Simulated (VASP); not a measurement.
# Vibrations of NbAs at several levels of theory, part 4 of 4

How much do the zone-centre frequencies of NbAs depend on the functional? The starting structure is a measured crystal structure from the Crystallography Open Database.

VASP 6.6.1.

Results so far: LDA A1 273.9 cm⁻¹; LDA at the measured cell A1 262.8 cm⁻¹; PBEsol A1 270.0 cm⁻¹; PBE A1 261.7 cm⁻¹; PBEsol + D3(BJ) A1 281.0 cm⁻¹; r2SCAN A1 269.2 cm⁻¹.

**8. Modes with LDA+U (Nb d 2 eV) (continued)**

Level of this step: LDA, DFT+U (Nb d 2 eV); plane waves and PAW (Nb_sv, As) (VASP).

Parts of OUTCAR (step 8):

```text
  Total        0.0102932     -0.0925256      0.1157786      0.0000000      0.0000000      0.0000000
  in kB        0.2410112     -2.1664495      2.7109074      0.0000000      0.0000000      0.0000000
  external PRESSURE =       0.2618230 kB  Pullay stress =       0.0000000 kB

 POSITION                                       TOTAL-FORCE (eV/Angst)
 -----------------------------------------------------------------------------------
      0.00000      1.71695     -0.01336         0.000000      0.000000     -0.077643
      0.00000     -0.00000     -2.91485         0.000000     -0.000000     -0.095289
     -1.71695      0.00000     -0.97654        -0.000000     -0.000000      0.215386
     -1.71695      1.71695     -3.86303         0.000000      0.000000     -0.042454
 -----------------------------------------------------------------------------------
    total drift:                                0.000019     -0.000018     -0.000429

  FREE ENERGIE OF THE ION-ELECTRON SYSTEM (eV)
  ---------------------------------------------------
  free  energy   TOTEN  =       -32.6431198098 eV

  energy  without entropy=      -32.6421372573  energy(sigma->0) =      -32.64262853

[... 1 part as in an earlier step ...]

[... 2 further parts left out ...]
[key lines of the parts left out:]
E-fermi :   9.9718
```

With LDA+U (Nb d 2 eV) the modes are at the top A1 273.9, E (3) 267.7 cm⁻¹, at the bottom B1 (1) 231.0, E (1) 149.4 cm⁻¹, with 2 more of the listed ones between; the largest shift is -4.2 cm⁻¹, in E (2), from LDA.

**9. Modes with r2SCAN + rVV10**

rVV10 adds a nonlocal correlation energy for dispersion. The cell comes from a relaxation at this level, not shown (69.87 Å³).

Input file INCAR:

```
SYSTEM = NbAs
PREC = Accurate
ENCUT = 450
EDIFF = 1E-08
NELM = 100
ISMEAR = 0
SIGMA = 0.05
LREAL = .FALSE.
ALGO = Normal
METAGGA = R2SCAN
LUSE_VDW = .TRUE.
IVDW_NL = 2
BPARAM = 11.95
CPARAM = 0.0093
LASPH = .TRUE.
NBANDS = 24
LORBIT = 11
LWAVE = .FALSE.
LCHARG = .FALSE.
KPAR = 16
IBRION = 6
NFREE = 2
POTIM = 0.015
NSW = 1
ISIF = 2
```

Input file POSCAR:

```
NbAs
1.0
   -3.4509511890      0.0000000000      0.0000000000
    0.0000000000      3.4509511890      0.0000000000
    1.7254755945     -1.7254755945     -5.8672857953
Nb As
2 2
Direct
    0.0009221047      0.5009221047      0.0018442095
    0.2509221047      0.2509221047      0.5018442095
    0.5830778953      0.0830778953      0.1661557905
    0.8330778953      0.8330778953      0.6661557905
```

Input file KPOINTS:

```
Automatic mesh
0
Gamma
10 10 10
0 0 0
```

Potentials, in the order of the species: Nb_sv and As (PBE family, release 64).

On the command line:

```sh
$ mpirun -np 16 vasp_std
```

The log of the run:

```text
[banner, memory and clock lines left out]
running   16 mpi-ranks, on    1 nodes
[...]
[... a notice as in an earlier step ...]

|                                                                             |
|               ----> ADVICE to this user running VASP <----                  |
|                                                                             |
|     You have switched on vdW-DFT.                                           |
|     This routine was written and supplied by Jiri Klimes. We recommend      |
|     that you carefully read and cite the following publications:            |
|       J. Klimes, D.R. Bowler, A. Michelides                                 |
|          J. Phys.: Cond Matt. 22 022201 (2010)                              |
|       J. Klimes, D.R. Bowler, A. Michelides                                 |
|          Phys. Rev. B. 83, 195131 (2011)                                    |
|     and references therein.                                                 |
[...]
Total rVV10 correction in eV:      0.5742819    40.0034677
Total rVV10 correction in eV:      0.5742819    40.0034677
Total rVV10 correction in eV:      0.5742819    40.0034677
Total rVV10 correction in eV:      0.5742819    40.0034677
Total rVV10 correction in eV:      0.5742819    40.0034677
   1 F= -.81690375E+02 E0= -.81689957E+02  d E =-.836324E-03
[... from here on, the cycles between the ionic steps are left out ...]
   2 F= -.81689283E+02 E0= -.81688895E+02  d E =-.776871E-03
   3 F= -.81689282E+02 E0= -.81688894E+02  d E =-.776873E-03
   4 F= -.81688766E+02 E0= -.81688349E+02  d E =-.835178E-03
   5 F= -.81688767E+02 E0= -.81688349E+02  d E =-.835179E-03
   6 F= -.81688706E+02 E0= -.81688274E+02  d E =-.864433E-03
   7 F= -.81688702E+02 E0= -.81688274E+02  d E =-.856154E-03
   8 F= -.81689058E+02 E0= -.81688665E+02  d E =-.785240E-03
   9 F= -.81689058E+02 E0= -.81688665E+02  d E =-.785263E-03
  10 F= -.81689341E+02 E0= -.81688926E+02  d E =-.831169E-03
  11 F= -.81689341E+02 E0= -.81688926E+02  d E =-.831185E-03
[...]
hard stop encountered!  aborting job ...
[...]
|     The electronic self-consistency was not achieved in the given           |
[...]
soft stop encountered!  aborting job ...
  12 F= -.81688760E+02 E0= -.81688341E+02  d E =-.838635E-03
 deleting file STOPCAR
```

It took 20 min on 16 MPI ranks of AMD EPYC 7R43, shared host; peak memory 10 GiB.

The run was stopped at its time limit.

**10. All runs side by side**

| run | ended | A1 | E (3) | E (2) | B1 (2) | B1 (1) | E (1) | method | core minutes |
| --- | --- | --- | --- | --- | --- | --- | --- | --- | --- |
| LDA | converged | 273.9 | 270.0 | 257.8 | 252.9 | 230.5 | 151.9 | perturbation theory | 172.0 |
| LDA at the measured cell | converged | 262.8 | 252.2 | 240.4 | 241.7 | 220.4 | 145.6 | perturbation theory | 147.0 |
| PBEsol | converged | 270.0 | 265.4 | 252.8 | 249.0 | 226.5 | 149.0 | perturbation theory | 144.0 |
| PBE | converged | 261.7 | 251.0 | 239.3 | 240.9 | 220.0 | 143.8 | perturbation theory | 163.0 |
| PBEsol + D3(BJ) | converged | 281.0 | 281.3 | 268.0 | 263.2 | 239.1 | 154.0 | finite displacements | 68.5 |
| r2SCAN | converged | 269.2 | 251.4 | 239.8 | 246.7 | 228.7 | 147.0 | finite displacements | 221.0 |
| LDA+U (Nb d 2 eV) | converged | 273.9 | 267.7 | 253.6 | 251.5 | 231.0 | 149.4 | finite displacements | 93.9 |
| r2SCAN + rVV10 | cut off by time | - | - | - | - | - | - | finite displacements | 319.0 |

Modes are in cm⁻¹, degenerate ones as one, matched between runs by symmetry and order. A number in brackets counts the listed modes of one symmetry from the lowest. The symmetry labels come from an automatic analysis and can be wrong where levels nearly coincide. Core minutes are wall time times ranks of the run shown, on a shared host.

**11. Results**

| Property | Result |
| --- | --- |
| A1, LDA | 273.9 cm⁻¹ |
| E (1), LDA | 151.9 cm⁻¹ |
| A1, LDA at the measured cell | 262.8 cm⁻¹ |
| E (1), LDA at the measured cell | 145.6 cm⁻¹ |
| A1, PBEsol | 270.0 cm⁻¹ |
| E (1), PBEsol | 149.0 cm⁻¹ |
| A1, PBE | 261.7 cm⁻¹ |
| E (1), PBE | 143.8 cm⁻¹ |
| A1, PBEsol + D3(BJ) | 281.0 cm⁻¹ |
| E (1), PBEsol + D3(BJ) | 154.0 cm⁻¹ |
| A1, r2SCAN | 269.2 cm⁻¹ |
| E (1), r2SCAN | 147.0 cm⁻¹ |
| A1, LDA+U (Nb d 2 eV) | 273.9 cm⁻¹ |
| E (1), LDA+U (Nb d 2 eV) | 149.4 cm⁻¹ |

In words: Among the runs matched mode by mode, on the cells relaxed at each level, the A1 mode of NbAs, the highest of the listed ones in the run with LDA, lies between 262 cm⁻¹ (PBE) and 281 cm⁻¹ (PBEsol + D3(BJ)). Among the runs matched mode by mode, on the cells relaxed at each level, the E (1) mode of NbAs, the lowest of the listed ones in the run with LDA, lies between 144 cm⁻¹ (PBE) and 154 cm⁻¹ (PBEsol + D3(BJ)). Taking the measured cell, +3.2 % in volume, instead of the one relaxed with LDA moves E (3) by -17.8 cm⁻¹. Some levels use perturbation theory and the others finite displacements, so their times can't be compared. The mesh isn't converged: on a 14×14×14 mesh, in a run told elsewhere, B1 (1) with LDA is 233.9 cm⁻¹ in place of 230.5. These runs have no gap, or one under 0.08 eV; such runs hang more on mesh and smearing, and if the crystal is a semiconductor, they miss the splitting by its long-range field. A U on the d shell is hard to justify in a metal without moments, whose d electrons are itinerant. The frequencies are harmonic. No result to use came from r2SCAN + rVV10. Further runs on this material are not shown.

[Lines on the potential files, build, host, timing and source positions are cut from VASP's logs without a mark.]

[Logs are printed without paths, hosts, clocks, repeated set-up lines and the standing remarks that a program may print on its own settings, such as how far it seeks lower states.]

[Hosts, paths, dates, database ids (printed as entryN), source tags and the programs' standing remarks are cut or masked in the printed files.]
